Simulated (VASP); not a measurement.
Output of a VASP run:

### OSZICAR
```
...
RMM:  18    -0.764163995781E+00   -0.73723E-07   -0.11819E-07  3796   0.673E-04    0.428E-06
RMM:  19    -0.764163917318E+00    0.78463E-07   -0.83224E-08  3647   0.627E-04    0.774E-06
RMM:  20    -0.764163959960E+00   -0.42642E-07   -0.62201E-08  3679   0.586E-04    0.539E-06
RMM:  21    -0.764163934072E+00    0.25888E-07   -0.40701E-08  3749   0.556E-04    0.111E-05
RMM:  22    -0.764163972191E+00   -0.38119E-07   -0.30172E-08  3832   0.539E-04    0.795E-06
RMM:  23    -0.764163978091E+00   -0.58995E-08   -0.19992E-08  4134   0.516E-04    0.913E-06
 Linear response progress:
  Degree of freedom:   2/  3
       N       E                     dE             d eps       ncg     rms          rms(c)
RMM:   1    -0.205093641892E+00   -0.20509E+00   -0.21263E-01  3627   0.262E+00
RMM:   2    -0.193682578250E+00    0.11411E-01   -0.11399E-02  2824   0.953E-01    0.134E-01
RMM:   3    -0.194078443540E+00   -0.39587E-03   -0.36683E-03  3176   0.353E-01    0.857E-02
RMM:   4    -0.194136939455E+00   -0.58496E-04   -0.40786E-04  3053   0.119E-01    0.305E-02
RMM:   5    -0.194281132309E+00   -0.14419E-03   -0.14607E-04  3307   0.582E-02    0.615E-03
RMM:   6    -0.194286654549E+00   -0.55222E-05   -0.17847E-05  3187   0.200E-02    0.321E-03
RMM:   7    -0.194295715517E+00   -0.90610E-05   -0.15579E-06  3351   0.875E-03    0.194E-03
RMM:   8    -0.194302471533E+00   -0.67560E-05   -0.15380E-06  3146   0.402E-03    0.496E-04
RMM:   9    -0.194301597012E+00    0.87452E-06    0.14744E-07  3548   0.176E-03    0.195E-04
RMM:  10    -0.194301066527E+00    0.53048E-06   -0.76594E-08  3499   0.797E-04    0.968E-05
RMM:  11    -0.194301010013E+00    0.56514E-07   -0.41505E-08  3571   0.530E-04    0.196E-05
RMM:  12    -0.194301022019E+00   -0.12007E-07   -0.87108E-08  3586   0.477E-04    0.870E-06
RMM:  13    -0.194300995391E+00    0.26628E-07   -0.70738E-08  3852   0.443E-04    0.410E-06
RMM:  14    -0.194300989888E+00    0.55033E-08   -0.66551E-08  3899   0.433E-04    0.219E-06
 Linear response progress:
  Degree of freedom:   3/  3
       N       E                     dE             d eps       ncg     rms          rms(c)
RMM:   1    -0.206808690154E+00   -0.20681E+00   -0.20361E-01  6386   0.313E+00
RMM:   2    -0.197437734828E+00    0.93710E-02   -0.98797E-03  4468   0.895E-01    0.137E-01
RMM:   3    -0.197699403194E+00   -0.26167E-03   -0.26788E-03  4964   0.319E-01    0.905E-02
RMM:   4    -0.198058105962E+00   -0.35870E-03   -0.63564E-04  4886   0.147E-01    0.989E-03
RMM:   5    -0.198136046109E+00   -0.77940E-04   -0.11704E-04  5498   0.527E-02    0.701E-03
RMM:   6    -0.198137302907E+00   -0.12568E-05   -0.14437E-05  5147   0.195E-02    0.417E-03
RMM:   7    -0.198145152653E+00   -0.78497E-05   -0.37930E-06  4978   0.108E-02    0.182E-03
RMM:   8    -0.198152363385E+00   -0.72107E-05   -0.87069E-07  5137   0.468E-03    0.686E-04
RMM:   9    -0.198149067763E+00    0.32956E-05   -0.13690E-07  5740   0.188E-03    0.229E-04
RMM:  10    -0.198148235417E+00    0.83235E-06   -0.11246E-07  5508   0.821E-04    0.960E-05
RMM:  11    -0.198148080702E+00    0.15471E-06   -0.27693E-08  5608   0.576E-04    0.332E-05
RMM:  12    -0.198148027454E+00    0.53248E-07   -0.50019E-08  6025   0.482E-04    0.122E-05
RMM:  13    -0.198148027932E+00   -0.47819E-09   -0.48828E-08  6007   0.439E-04    0.721E-06
 Linear response finished
```

File OUTCAR:
```
------------------------ aborting loop because EDIFF is reached ----------------------------------------

   1 f  =    8.483398 THz    53.302764 2PiTHz  282.975711 cm-1    35.084501 meV
             X         Y         Z           dx          dy          dz
      0.000000  0.000000  0.000000    -0.749644   -0.427016    0.318967
      0.000000  1.924165  1.924165    -0.076802    0.125032   -0.093395
      1.924165  0.000000  1.924165     0.219499   -0.043749   -0.093395
      1.924165  1.924165  0.000000     0.219499    0.125032    0.032679

   2 f  =    8.483398 THz    53.302764 2PiTHz  282.975711 cm-1    35.084501 meV
             X         Y         Z           dx          dy          dz
      0.000000  0.000000  0.000000    -0.279505   -0.153743   -0.862722
      0.000000  1.924165  1.924165    -0.028636    0.045017    0.252609
      1.924165  0.000000  1.924165     0.081840   -0.015751    0.252609
      1.924165  1.924165  0.000000     0.081840    0.045017   -0.088388

   3 f  =    8.483398 THz    53.302764 2PiTHz  282.975711 cm-1    35.084501 meV
             X         Y         Z           dx          dy          dz
      0.000000  0.000000  0.000000     0.453828   -0.800043   -0.004458
      0.000000  1.924165  1.924165     0.046496    0.234256    0.001305
      1.924165  0.000000  1.924165    -0.132883   -0.081966    0.001305
      1.924165  1.924165  0.000000    -0.132883    0.234256   -0.000457

   4 f  =    4.358561 THz    27.385646 2PiTHz  145.385943 cm-1    18.025551 meV
             X         Y         Z           dx          dy          dz
      0.000000  0.000000  0.000000    -0.125268    0.255544    0.027983
      0.000000  1.924165  1.924165     0.361680    0.307292    0.033650
      1.924165  0.000000  1.924165    -0.150635   -0.737820    0.033650
      1.924165  1.924165  0.000000    -0.150635    0.307292   -0.080795

   5 f  =    4.358561 THz    27.385646 2PiTHz  145.385943 cm-1    18.025551 meV
             X         Y         Z           dx          dy          dz
      0.000000  0.000000  0.000000    -0.044721   -0.052317    0.277562
      0.000000  1.924165  1.924165     0.129120   -0.062911    0.333769
      1.924165  0.000000  1.924165    -0.053777    0.151051    0.333769
      1.924165  1.924165  0.000000    -0.053777   -0.062911   -0.801393

   6 f  =    4.358561 THz    27.385646 2PiTHz  145.385943 cm-1    18.025551 meV
             X         Y         Z           dx          dy          dz
      0.000000  0.000000  0.000000     0.253152    0.117210    0.062880
      0.000000  1.924165  1.924165    -0.730913    0.140945    0.075613
      1.924165  0.000000  1.924165     0.304416   -0.338414    0.075613
      1.924165  1.924165  0.000000     0.304416    0.140945   -0.181551

   7 f  =    4.170984 THz    26.207065 2PiTHz  139.129046 cm-1    17.249795 meV
             X         Y         Z           dx          dy          dz
      0.000000  0.000000  0.000000     0.000000   -0.000000    0.000000
      0.000000  1.924165  1.924165    -0.000000   -0.668658   -0.159409
      1.924165  0.000000  1.924165    -0.165788    0.000000    0.159409
      1.924165  1.924165  0.000000     0.165788    0.668658   -0.000000

   8 f  =    4.170984 THz    26.207065 2PiTHz  139.129046 cm-1    17.249795 meV
             X         Y         Z           dx          dy          dz
      0.000000  0.000000  0.000000     0.000000   -0.000000    0.000000
      0.000000  1.924165  1.924165    -0.000000    0.229898   -0.477949
      1.924165  0.000000  1.924165    -0.467666    0.000000    0.477949
      1.924165  1.924165  0.000000     0.467666   -0.229898   -0.000000

   9 f  =    4.170984 THz    26.207065 2PiTHz  139.129046 cm-1    17.249795 meV
             X         Y         Z           dx          dy          dz
      0.000000  0.000000  0.000000    -0.000000   -0.000000    0.000000
      0.000000  1.924165  1.924165     0.000000    0.006630    0.496138
      1.924165  0.000000  1.924165    -0.503789    0.000000   -0.496138
      1.924165  1.924165  0.000000     0.503789   -0.006630   -0.000000

  10 f/i=    0.002178 THz     0.013685 2PiTHz    0.072653 cm-1     0.009008 meV
             X         Y         Z           dx          dy          dz
      0.000000  0.000000  0.000000    -0.107158   -0.246354   -0.000626
      0.000000  1.924165  1.924165    -0.221869   -0.509917   -0.001296
      1.924165  0.000000  1.924165    -0.221802   -0.510071   -0.001296
...
```
(Selected blocks of OUTCAR.)

### POSCAR
```
ScIr3
1
    3.8483310000     0.0000000000     0.0000000000
    0.0000000000     3.8483310000     0.0000000000
    0.0000000000     0.0000000000     3.8483310000
Sc Ir
1 3
Direct
  0.0000000000   0.0000000000   0.0000000000
  0.0000000000   0.5000000000   0.5000000000
  0.5000000000   0.0000000000   0.5000000000
  0.5000000000   0.5000000000   0.0000000000
```

### Question
Reconstruct the remaining input files.

### Answer
Several could match; the one computed here: the input of the run itself, LDA (Ceperley-Alder, Perdew-Zunger), plane waves, VASP's LDA PAW potentials (set 64).

### KPOINTS
```
Automatic mesh
0
Gamma
6 6 6
0 0 0
```

**INCAR**
```
NELM=100
LCHARG=F
LMAXMIX=6   ! l cut-off of mixed one-centre charges
LASPH=T   ! aspherical one-centre terms
ALGO=Normal   ! blocked Davidson
ENCUT=300   ! plane-wave cut-off (eV)
EDIFF=1E-8   ! SCF stop (eV)
ISMEAR=-1
IBRION=8   ! DFPT with symmetry
LREAL=F   ! projection in real space or not
LEPSILON=F
ISIF=2   ! forces and stress, cell fixed
SIGMA=0.136   ! width (eV)
LWAVE=F
SYSTEM=ScIr3
PREC=Accurate
NSW=1   ! most ionic steps
```

POTCAR, in this order: Sc_sv Ir (LDA.64 set). Program: vasp_std.

At this cut-off the stress carries a Pulay error, which pulls relaxed volumes low.

The structure comes from a computed database's ScIr3 entry (Pm-3m); how it stands against other phases isn't given here. The cell was not relaxed at this level. The run is one of a series of settings (EDIFF = 1E-8, IBRION = 8, LEPSILON = .FALSE., NSW = 1 against the base run), some of them coarse on purpose.
